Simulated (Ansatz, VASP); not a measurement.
# HfO2: VASP beside Ansatz, part 2 of 3

One calculation is typed for both programs; each brings its own data sets. How far apart do they land? The cell is taken from a series of runs on this material, whose earlier steps may have relaxed, scaled, displaced or heated it; both programs get it as it stands.

VASP 6.6.1 and Ansatz 0.2.0.

So far: The starting structure; VASP: zone-centre phonons, LDA.

**2. VASP: zone-centre phonons, LDA (continued)**

Level of this step: LDA; plane waves and PAW (O, Hf_pv) (VASP).

OUTCAR, selected parts (step 2):

```text
ion  position               nearest neighbor table
   1  0.451  0.757  0.477-   9 2.14  10 2.15  11 2.24  12 2.26
   2  0.549  0.257  0.023-  10 2.14   9 2.15  12 2.24  11 2.26
   3  0.549  0.243  0.523-  11 2.14  12 2.15   9 2.24  10 2.26
   4  0.451  0.743  0.977-  12 2.14  11 2.15  10 2.24   9 2.26
   5  0.066  0.327  0.351-   9 2.04  10 2.06  12 2.13
   6  0.934  0.827  0.149-  10 2.04   9 2.06  11 2.13
   7  0.934  0.673  0.649-  11 2.04  12 2.06  10 2.13
   8  0.066  0.173  0.851-  12 2.04  11 2.06   9 2.13
   9  0.276  0.044  0.208-   5 2.04   6 2.06   8 2.13   1 2.14   2 2.15   3 2.24   4 2.26  11 3.31
                            12 3.41  12 3.41  10 3.43  10 3.43  11 3.49  11 3.55
  10  0.724  0.544  0.292-   6 2.04   5 2.06   7 2.13   2 2.14   1 2.15   4 2.24   3 2.26  12 3.31
                            11 3.41  11 3.41   9 3.43   9 3.43  12 3.49  12 3.55
  11  0.724  0.956  0.792-   7 2.04   8 2.06   6 2.13   3 2.14   4 2.15   1 2.24   2 2.26   9 3.31
                            10 3.41  10 3.41  12 3.43  12 3.43   9 3.49   9 3.55
  12  0.276  0.456  0.708-   8 2.04   7 2.06   5 2.13   4 2.14   3 2.15   2 2.24   1 2.26  10 3.31
                             9 3.41   9 3.41  11 3.43  11 3.43  10 3.49  10 3.55

  LATTYP: Found a simple monoclinic cell.
 ALAT       =     5.1288031076
 B/A-ratio  =     1.0078071026
 C/A-ratio  =     1.0366592580
 COS(beta)  =    -0.1735997169

 Subroutine GETGRP returns: Found  4 space group operations
 (whereof  2 operations were pure point group operations)

The static configuration has the point symmetry S_2 .
 The point group associated with its full space group is C_2h.

 Found     30 irreducible k-points:

   k-points           NKPTS =     30   k-points in BZ     NKDIM =     30   number of bands    NBANDS=     56

   dimension x,y,z NGX =    42 NGY =   42 NGZ =   42
   dimension x,y,z NGXF=    84 NGYF=   84 NGZF=   84

   ENCUT  =  600.0 eV  44.10 Ry    6.64 a.u.  10.24 10.32 10.62*2*pi/ulx,y,z

   NELECT =      88.0000    total number of electrons

 k-points in reciprocal lattice and weights: Automatic mesh
   0.00000000  0.00000000  0.00000000       0.016
   0.25000000  0.00000000 -0.00000000       0.031
   0.50000000  0.00000000 -0.00000000       0.016
   0.00000000  0.25000000  0.00000000       0.031
   0.25000000  0.25000000 -0.00000000       0.062
   0.50000000  0.25000000 -0.00000000       0.031
   0.00000000  0.50000000  0.00000000       0.016
   0.25000000  0.50000000 -0.00000000       0.031
   0.50000000  0.50000000 -0.00000000       0.016
[...]
0.25000000  0.50000000  0.50000000       0.031
   0.50000000  0.50000000  0.50000000       0.016

 average (electrostatic) potential at core
       1 -71.8060       2 -71.8060       3 -71.8060       4 -71.8060       5 -71.4146
       6 -71.4146       7 -71.4146       8 -71.4146       9 -38.1947      10 -38.1947
      11 -38.1947      12 -38.1947

   2 f  =   21.062953 THz   132.342435 2PiTHz  702.584474 cm-1    87.109334 meV
             X         Y         Z           dx          dy          dz
      1.887328  3.912478  2.483948     0.251771   -0.043073    0.050981
      2.795543  1.328056  0.106150     0.251771    0.043073    0.050981
      2.349703  1.256366  2.726908     0.251771   -0.043073    0.050981
      1.441488  3.840788  5.104706     0.251771    0.043073    0.050981
      0.023699  1.689119  1.835474    -0.358952    0.220305   -0.059897
      4.659172  4.273541  0.754624    -0.358952   -0.220305   -0.059897
      4.213332  3.479726  3.375382    -0.358952    0.220305   -0.059897
     -0.422142  0.895303  4.456232    -0.358952   -0.220305   -0.059897
      1.229909  0.227899  1.084274     0.032104    0.012266    0.002656
      3.452962  2.812321  1.505824     0.032104   -0.012266    0.002656
      3.007122  4.940945  4.126582     0.032104    0.012266    0.002656
      0.784069  2.356523  3.705032     0.032104   -0.012266    0.002656

   3 f  =   19.026784 THz   119.548807 2PiTHz  634.665185 cm-1    78.688419 meV
             X         Y         Z           dx          dy          dz
      1.887328  3.912478  2.483948    -0.117661    0.133055   -0.069876
      2.795543  1.328056  0.106150     0.117661    0.133055    0.069876
      2.349703  1.256366  2.726908     0.117661   -0.133055    0.069876
      1.441488  3.840788  5.104706    -0.117661   -0.133055   -0.069876
      0.023699  1.689119  1.835474    -0.356434    0.277336    0.086693
      4.659172  4.273541  0.754624     0.356434    0.277336   -0.086693
      4.213332  3.479726  3.375382     0.356434   -0.277336   -0.086693
     -0.422142  0.895303  4.456232    -0.356434   -0.277336    0.086693
      1.229909  0.227899  1.084274     0.021996   -0.040094   -0.001353
      3.452962  2.812321  1.505824    -0.021996   -0.040094    0.001353
      3.007122  4.940945  4.126582    -0.021996    0.040094    0.001353
      0.784069  2.356523  3.705032     0.021996    0.040094   -0.001353

   4 f  =   18.723573 THz   117.643678 2PiTHz  624.551165 cm-1    77.434441 meV
             X         Y         Z           dx          dy          dz
      1.887328  3.912478  2.483948    -0.068243   -0.048541    0.412871
      2.795543  1.328056  0.106150     0.068243   -0.048541   -0.412871
      2.349703  1.256366  2.726908    -0.068243   -0.048541    0.412871
      1.441488  3.840788  5.104706     0.068243   -0.048541   -0.412871
      0.023699  1.689119  1.835474     0.055148    0.058605    0.255551
      4.659172  4.273541  0.754624    -0.055148    0.058605   -0.255551
      4.213332  3.479726  3.375382     0.055148    0.058605    0.255551
     -0.422142  0.895303  4.456232    -0.055148    0.058605   -0.255551
      1.229909  0.227899  1.084274     0.006623   -0.003016    0.026256
      3.452962  2.812321  1.505824    -0.006623   -0.003016   -0.026256
      3.007122  4.940945  4.126582     0.006623   -0.003016    0.026256
      0.784069  2.356523  3.705032    -0.006623   -0.003016   -0.026256

   5 f  =   17.899211 THz   112.464062 2PiTHz  597.053427 cm-1    74.025157 meV
             X         Y         Z           dx          dy          dz
      1.887328  3.912478  2.483948    -0.129845    0.387744   -0.181455
      2.795543  1.328056  0.106150    -0.129845   -0.387744   -0.181455
      2.349703  1.256366  2.726908     0.129845   -0.387744    0.181455
      1.441488  3.840788  5.104706     0.129845    0.387744    0.181455
      0.023699  1.689119  1.835474    -0.201103    0.072385   -0.061855
      4.659172  4.273541  0.754624    -0.201103   -0.072385   -0.061855
      4.213332  3.479726  3.375382     0.201103   -0.072385    0.061855
     -0.422142  0.895303  4.456232     0.201103    0.072385    0.061855
      1.229909  0.227899  1.084274     0.018645    0.001839    0.003125
      3.452962  2.812321  1.505824     0.018645   -0.001839    0.003125
      3.007122  4.940945  4.126582    -0.018645   -0.001839   -0.003125
      0.784069  2.356523  3.705032    -0.018645    0.001839   -0.003125

   6 f  =   17.171746 THz   107.893264 2PiTHz  572.787802 cm-1    71.016604 meV
             X         Y         Z           dx          dy          dz
      1.887328  3.912478  2.483948    -0.170568    0.090554   -0.097105
      2.795543  1.328056  0.106150     0.170568    0.090554    0.097105
      2.349703  1.256366  2.726908    -0.170568    0.090554   -0.097105
      1.441488  3.840788  5.104706     0.170568    0.090554    0.097105
      0.023699  1.689119  1.835474     0.390512   -0.202589    0.088037
      4.659172  4.273541  0.754624    -0.390512   -0.202589   -0.088037
      4.213332  3.479726  3.375382     0.390512   -0.202589    0.088037
     -0.422142  0.895303  4.456232    -0.390512   -0.202589   -0.088037
      1.229909  0.227899  1.084274     0.010580    0.033564    0.027319
      3.452962  2.812321  1.505824    -0.010580    0.033564   -0.027319
      3.007122  4.940945  4.126582     0.010580    0.033564    0.027319
      0.784069  2.356523  3.705032    -0.010580    0.033564   -0.027319

   7 f  =   16.268834 THz   102.220099 2PiTHz  542.669888 cm-1    67.282461 meV
             X         Y         Z           dx          dy          dz
      1.887328  3.912478  2.483948     0.047961   -0.470021    0.031741
      2.795543  1.328056  0.106150    -0.047961   -0.470021   -0.031741
      2.349703  1.256366  2.726908    -0.047961    0.470021   -0.031741
      1.441488  3.840788  5.104706     0.047961    0.470021    0.031741
      0.023699  1.689119  1.835474    -0.097470    0.124698    0.014960
      4.659172  4.273541  0.754624     0.097470    0.124698   -0.014960
      4.213332  3.479726  3.375382     0.097470   -0.124698   -0.014960
     -0.422142  0.895303  4.456232    -0.097470   -0.124698    0.014960
      1.229909  0.227899  1.084274     0.010208    0.011673   -0.016073
      3.452962  2.812321  1.505824    -0.010208    0.011673    0.016073
      3.007122  4.940945  4.126582    -0.010208   -0.011673    0.016073
      0.784069  2.356523  3.705032     0.010208   -0.011673   -0.016073

   8 f  =   15.730997 THz    98.840770 2PiTHz  524.729584 cm-1    65.058147 meV
             X         Y         Z           dx          dy          dz
      1.887328  3.912478  2.483948     0.095874   -0.192333   -0.409438
      2.795543  1.328056  0.106150     0.095874    0.192333   -0.409438
      2.349703  1.256366  2.726908    -0.095874    0.192333    0.409438
      1.441488  3.840788  5.104706    -0.095874   -0.192333    0.409438
      0.023699  1.689119  1.835474    -0.009665   -0.008514   -0.185748
      4.659172  4.273541  0.754624    -0.009665    0.008514   -0.185748
      4.213332  3.479726  3.375382     0.009665    0.008514    0.185748
     -0.422142  0.895303  4.456232     0.009665   -0.008514    0.185748
      1.229909  0.227899  1.084274    -0.010687   -0.002055    0.037282
    [... 421 further lines ...]
      3.007122  4.940945  4.126582     0.000169   -0.460481    0.000022
      0.784069  2.356523  3.705032    -0.000169   -0.460481   -0.000022

 MACROSCOPIC STATIC DIELECTRIC TENSOR IONIC CONTRIBUTION
 ------------------------------------------------------
          16.277444    -0.000000     1.305117
          -0.000000    14.465425    -0.000000
           1.305117     0.000000    11.682730
 ------------------------------------------------------

 ELASTIC MODULI CONTR FROM IONIC RELAXATION (kBar)
 Direction    XX          YY          ZZ          XY          YZ          ZX
 --------------------------------------------------------------------------------
 XX        -763.7630    -98.7310   -294.3714     -0.0000      0.0000   -102.4274
 YY         -98.7310   -373.2768     24.3871     -0.0000     -0.0000    -12.2963
 ZZ        -294.3714     24.3871   -789.8657     -0.0000      0.0000    -46.4090
 XY          -0.0000     -0.0000     -0.0000   -349.5767     73.6636      0.0000
 YZ           0.0000     -0.0000      0.0000     73.6636   -236.6695      0.0000
 ZX        -102.4274    -12.2963    -46.4090      0.0000     -0.0000   -168.9874
 --------------------------------------------------------------------------------

 PIEZOELECTRIC TENSOR IONIC CONTR  for field in x, y, z        (C/m^2)
          XX          YY          ZZ          XY          YZ          ZX
  --------------------------------------------------------------------------------
  x    -0.00000    -0.00000    -0.00000    -0.00000    -0.00000    -0.00000
  y     0.00000     0.00000     0.00000    -0.00000    -0.00000    -0.00000
  z    -0.00000    -0.00000    -0.00000    -0.00000    -0.00000    -0.00000
```

Energies printed during the response cycles are not total energies of the cell. Harder data sets than Hf_pv exist (the GW ones), and pressures, volumes and forces can shift noticeably with them.

(Part 2 of 3 ends here.)

[Lines on the potential files, build, host, timing and source positions are cut from VASP's logs without a mark.]

[Logs are printed without paths, hosts, clocks, repeated set-up lines and the standing remarks that a program may print on its own settings, such as how far it seeks lower states.]

[Hosts, paths, dates, database ids (printed as entryN), source tags and the programs' standing remarks are cut or masked in the printed files.]
